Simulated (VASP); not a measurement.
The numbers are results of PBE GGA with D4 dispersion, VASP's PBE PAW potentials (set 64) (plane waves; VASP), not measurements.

VASP ran on this input.

### INCAR
```
SYSTEM = NiAl
PREC = Accurate
ENCUT = 520
EDIFF = 1E-7
NELM = 100
ALGO = Normal
LREAL = .FALSE.
LASPH = .TRUE.
ISMEAR = 0
SIGMA = 0.05
GGA = PE
IVDW = 13
LMAXMIX = 4
LWAVE = .FALSE.
LCHARG = .FALSE.
LORBIT = 11
ICHARG = 11
```

KPOINTS:
```
k-points along high-symmetry lines
15
Line-mode
Reciprocal
  0.000000   0.000000   0.000000 ! GAMMA
  0.000000   0.500000   0.000000 ! X

  0.000000   0.500000   0.000000 ! X
  0.500000   0.500000   0.000000 ! M

  0.500000   0.500000   0.000000 ! M
  0.000000   0.000000   0.000000 ! GAMMA

  0.000000   0.000000   0.000000 ! GAMMA
  0.500000   0.500000   0.500000 ! R

  0.500000   0.500000   0.500000 ! R
  0.000000   0.500000   0.000000 ! X

  0.500000   0.500000   0.500000 ! R
  0.500000   0.500000   0.000000 ! M
```

POSCAR:
```
NiAl
1
    2.8622309538     0.0000000000     0.0000000000
    0.0000000000     2.8622309538     0.0000000000
    0.0000000000     0.0000000000     2.8622309538
Al Ni
1 1
Direct
  0.5000000000   0.5000000000   0.5000000000
  0.0000000000   0.0000000000   0.0000000000
```

POTCAR, in this order: Al Ni (PBE.64 set). Program: vasp_std. Read from the step before: CHGCAR.

Output of the run:

**OSZICAR**
```
       N       E                     dE             d eps       ncg     rms          rms(c)
DAV:   1     0.414710625164E+02    0.41471E+02   -0.58753E+03  1832   0.139E+03
DAV:   2    -0.827896025855E+01   -0.49750E+02   -0.46569E+02  1818   0.208E+02
DAV:   3    -0.940780992034E+01   -0.11288E+01   -0.11221E+01  2260   0.408E+01
DAV:   4    -0.942356320470E+01   -0.15753E-01   -0.15748E-01  2222   0.409E+00
DAV:   5    -0.942403558005E+01   -0.47238E-03   -0.47236E-03  2132   0.677E-01
DAV:   6    -0.942405871799E+01   -0.23138E-04   -0.23138E-04  2416   0.127E-01
DAV:   7    -0.942405945534E+01   -0.73735E-06   -0.73658E-06  2160   0.192E-02
DAV:   8    -0.942405949560E+01   -0.40257E-07   -0.40326E-07  1828   0.347E-03
   1 F= -.10322044E+02 E0= -.10321893E+02  d E =-.302453E-03
```

**OUTCAR**
```
 val. band max:       11.2461070690   @ k =   0.4286   0.5000   0.4286

 cond. band min:      11.3314844495   @ k =   0.2500   0.2500   0.0000



 k-point     1 :       0.0000    0.0000    0.0000
  band No.  band energies     occupation
      1      -0.9946      2.00000
      2       6.9673      2.00000
      3       6.9673      2.00000
      4       8.7068      2.00000
      5       8.7068      2.00000
      6       8.7068      2.00000
      7      15.8710      0.00000
      8      15.8710      0.00000
      9      15.8710      0.00000
     10      18.4760      0.00000

 k-point     2 :       0.0000    0.0357    0.0000
  band No.  band energies     occupation
      1      -0.9707      2.00000
      2       6.9660      2.00000
      3       6.9731      2.00000
      4       8.6961      2.00000
      5       8.6961      2.00000
      6       8.7079      2.00000
      7      15.5616      0.00000
      8      15.9027      0.00000
      9      15.9027      0.00000
     10      18.4771      0.00000

 k-point     3 :       0.0000    0.0714    0.0000
  band No.  band energies     occupation
      1      -0.8993      2.00000
      2       6.9606      2.00000
      3       6.9901      2.00000
      4       8.6649      2.00000
      5       8.6649      2.00000
      6       8.7113      2.00000
      7      14.8769      0.00000
      8      15.9970      0.00000
      9      15.9970      0.00000
     10      18.4802      0.00000

 k-point     4 :       0.0000    0.1071    0.0000
  band No.  band energies     occupation
      1      -0.7805      2.00000
      2       6.9466      2.00000
      3       7.0177      2.00000
      4       8.6156      2.00000
      5       8.6156      2.00000
      6       8.7166      2.00000
      7      14.0758      0.00000
      8      16.1516      0.00000
      9      16.1516      0.00000
     10      18.4854      0.00000

 k-point     5 :       0.0000    0.1429    0.0000
  band No.  band energies     occupation
...
```

The density is held fixed in this step, so its total energy and stress have no physical meaning.

The compound is NiAl in the CsCl type structure. It was relaxed first. The run is not spin-polarised, so no magnetic state was tried. The electron count is odd and the run is not spin-polarised, which forces a metal.
